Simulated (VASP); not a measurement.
Level of theory: PBEsol GGA, VASP's PBE PAW potentials (set 64) (plane waves; VASP).

The input files of a VASP run:

**INCAR**
```
SYSTEM  =  KI
EDIFFG  =  -0.01
EDIFF  =  1E-6   ! SCF stop (eV)
LWAVE  =  .FALSE.
GGA  =  PS   ! PBEsol
SIGMA  =  0.05   ! width (eV)
NELM  =  100   ! most electronic steps
LCHARG  =  .FALSE.
LMAXMIX  =  4
IBRION  =  2   ! conjugate gradients
NSW  =  60
ENCUT  =  400
PREC  =  Accurate
LASPH  =  .TRUE.   ! aspherical one-centre terms
ISMEAR  =  0   ! Gaussian
ISIF  =  3   ! ions, shape and volume
ALGO  =  Normal
LREAL  =  .FALSE.   ! projection in real space or not
```

### KPOINTS
```
Automatic
0
Gamma
6 6 6
```

POSCAR:
```
KI
1
    0.0000000000     3.6936000000     3.6936000000
    3.6936000000     0.0000000000     3.6936000000
    3.6936000000     3.6936000000     0.0000000000
K I
1 1
Direct
  0.0000000000   0.0000000000   0.0000000000
  0.5000000000   0.5000000000   0.5000000000
```

POTCAR, in this order: K_sv I (PBE.64 set). Program: vasp_std.

Output

OSZICAR:
```
       N       E                     dE             d eps       ncg     rms          rms(c)
DAV:   1     0.815350695670E+02    0.81535E+02   -0.56367E+03   384   0.909E+02
DAV:   2    -0.343530416163E+00   -0.81879E+02   -0.77316E+02   496   0.217E+02
DAV:   3    -0.559642622162E+01   -0.52529E+01   -0.52370E+01   492   0.522E+01
DAV:   4    -0.585990647831E+01   -0.26348E+00   -0.26330E+00   688   0.105E+01
DAV:   5    -0.586136239937E+01   -0.14559E-02   -0.14559E-02   508   0.819E-01    0.231E+00
DAV:   6    -0.575407408424E+01    0.10729E+00   -0.14766E-01   452   0.240E+00    0.171E+00
DAV:   7    -0.574190515513E+01    0.12169E-01   -0.13324E-01   468   0.197E+00    0.803E-01
DAV:   8    -0.574840024426E+01   -0.64951E-02   -0.14674E-02   524   0.915E-01    0.152E-01
DAV:   9    -0.574875546964E+01   -0.35523E-03   -0.11990E-03   504   0.180E-01    0.625E-02
DAV:  10    -0.574900945701E+01   -0.25399E-03   -0.31474E-04   428   0.126E-01    0.182E-02
DAV:  11    -0.574901617892E+01   -0.67219E-05   -0.26138E-05   500   0.274E-02    0.106E-02
DAV:  12    -0.574901941860E+01   -0.32397E-05   -0.37123E-06   448   0.151E-02    0.829E-03
DAV:  13    -0.574901982696E+01   -0.40836E-06   -0.43257E-07   368   0.558E-03
   1 F= -.57490198E+01 E0= -.57490198E+01  d E =-.574902E+01
       N       E                     dE             d eps       ncg     rms          rms(c)
DAV:   1    -0.613459892221E+01   -0.38558E+00   -0.74612E+00   480   0.251E+01    0.345E+00
DAV:   2    -0.586002627362E+01    0.27457E+00   -0.59160E-01   460   0.718E+00    0.142E+00
DAV:   3    -0.578661085744E+01    0.73415E-01   -0.26128E-01   716   0.397E+00    0.109E+00
DAV:   4    -0.578822755846E+01   -0.16167E-02   -0.36002E-03   484   0.581E-01    0.571E-01
DAV:   5    -0.578914381059E+01   -0.91625E-03   -0.50886E-03   612   0.291E-01    0.106E-01
DAV:   6    -0.578922369515E+01   -0.79885E-04   -0.80855E-05   440   0.609E-02    0.618E-02
DAV:   7    -0.578925371315E+01   -0.30018E-04   -0.24949E-05   608   0.410E-02    0.101E-02
DAV:   8    -0.578925636124E+01   -0.26481E-05   -0.12956E-06   404   0.909E-03    0.338E-03
DAV:   9    -0.578925633610E+01    0.25136E-07   -0.13388E-07   276   0.310E-03
   2 F= -.57892563E+01 E0= -.57892563E+01  d E =-.402365E-01
       N       E                     dE             d eps       ncg     rms          rms(c)
DAV:   1    -0.640377182097E+01   -0.61452E+00   -0.12817E+01   488   0.334E+01    0.451E+00
DAV:   2    -0.593642060359E+01    0.46735E+00   -0.99030E-01   436   0.962E+00    0.186E+00
DAV:   3    -0.581113494802E+01    0.12529E+00   -0.44977E-01   712   0.530E+00    0.140E+00
DAV:   4    -0.581354151043E+01   -0.24066E-02   -0.64132E-03   464   0.753E-01    0.801E-01
DAV:   5    -0.581548936460E+01   -0.19479E-02   -0.81036E-03   600   0.308E-01    0.128E-01
DAV:   6    -0.581563525591E+01   -0.14589E-03   -0.16804E-04   552   0.936E-02    0.813E-02
DAV:   7    -0.581569563648E+01   -0.60381E-04   -0.43798E-05   592   0.498E-02    0.108E-02
DAV:   8    -0.581569800082E+01   -0.23643E-05   -0.19210E-06   424   0.114E-02    0.309E-03
DAV:   9    -0.581569815187E+01   -0.15104E-06   -0.22694E-07   256   0.420E-03
   3 F= -.58156982E+01 E0= -.58156982E+01  d E =-.666783E-01
       N       E                     dE             d eps       ncg     rms          rms(c)
DAV:   1    -0.586306880140E+01   -0.47371E-01   -0.10202E+00   484   0.960E+00    0.133E+00
DAV:   2    -0.582688586303E+01    0.36183E-01   -0.81791E-02   484   0.271E+00    0.545E-01
DAV:   3    -0.581639976614E+01    0.10486E-01   -0.33908E-02   668   0.147E+00    0.442E-01
DAV:   4    -0.581674489540E+01   -0.34513E-03   -0.75113E-04   560   0.257E-01    0.168E-01
DAV:   5    -0.581679154664E+01   -0.46651E-04   -0.10247E-03   640   0.178E-01    0.430E-02
DAV:   6    -0.581680017791E+01   -0.86313E-05   -0.10949E-05   448   0.306E-02    0.196E-02
DAV:   7    -0.581680199893E+01   -0.18210E-05   -0.25697E-06   464   0.155E-02    0.134E-03
DAV:   8    -0.581680227746E+01   -0.27852E-06   -0.15350E-07   232   0.406E-03
   4 F= -.58168023E+01 E0= -.58168023E+01  d E =-.677825E-01
       N       E                     dE             d eps       ncg     rms          rms(c)
DAV:   1    -0.581789771441E+01   -0.10957E-02   -0.23511E-02   468   0.146E+00    0.213E-01
DAV:   2    -0.581707681886E+01    0.82090E-03   -0.19132E-03   504   0.410E-01    0.848E-02
DAV:   3    -0.581683521734E+01    0.24160E-03   -0.71138E-04   672   0.212E-01    0.700E-02
DAV:   4    -0.581683867333E+01   -0.34560E-05   -0.15471E-05   640   0.298E-02    0.274E-02
DAV:   5    -0.581683705737E+01    0.16160E-05   -0.26518E-05   712   0.292E-02    0.564E-03
DAV:   6    -0.581683675493E+01    0.30244E-06   -0.15140E-07   288   0.420E-03
   5 F= -.58168368E+01 E0= -.58168368E+01  d E =-.678169E-01
```

### OUTCAR
```
------------------------ aborting loop because EDIFF is reached ----------------------------------------
  FORCE on cell =-STRESS in cart. coord.  units (eV):
  Direction    XX          YY          ZZ          XY          YZ          ZX
  --------------------------------------------------------------------------------------
  Total       -0.0025131     -0.0025131     -0.0025131      0.0000000      0.0000000     -0.0000000
  in kB       -0.0466513     -0.0466513     -0.0466513      0.0000000      0.0000000     -0.0000000
  external PRESSURE =      -0.0466513 kB  Pullay stress =       0.0000000 kB
  volume of cell :       86.31
      direct lattice vectors                 reciprocal lattice vectors
    -0.000000000  3.507581686  3.507581686    -0.142548355  0.142548355  0.142548355
     3.507581686 -0.000000000  3.507581686     0.142548355 -0.142548355  0.142548355
     3.507581686  3.507581686  0.000000000     0.142548355  0.142548355 -0.142548355
  FREE ENERGIE OF THE ION-ELECTRON SYSTEM (eV)
  ---------------------------------------------------
  free  energy   TOTEN  =        -5.8168367549 eV

  energy  without entropy=       -5.8168367549  energy(sigma->0) =       -5.81683675

 reached required accuracy - stopping structural energy minimisation
```
(Selected blocks of OUTCAR.)

CONTCAR:
```
KI
   1.00000000000000
    -0.0000000000000000    3.5075816858704445    3.5075816858704445
     3.5075816858704445   -0.0000000000000000    3.5075816858704445
     3.5075816858704445    3.5075816858704445    0.0000000000000000
  K               I
     1     1
Direct
     0.0000000000000000    0.0000000000000000    0.0000000000000000
     0.5000000000000000    0.5000000000000000    0.5000000000000000
```

Energy and stress use the plane-wave basis of the starting cell.

The structure was generated: KI was put into the rock salt type (Fm-3m), which need not be its known phase. This run relaxes it. Symmetry was kept, so distortions that lower it aren't found.
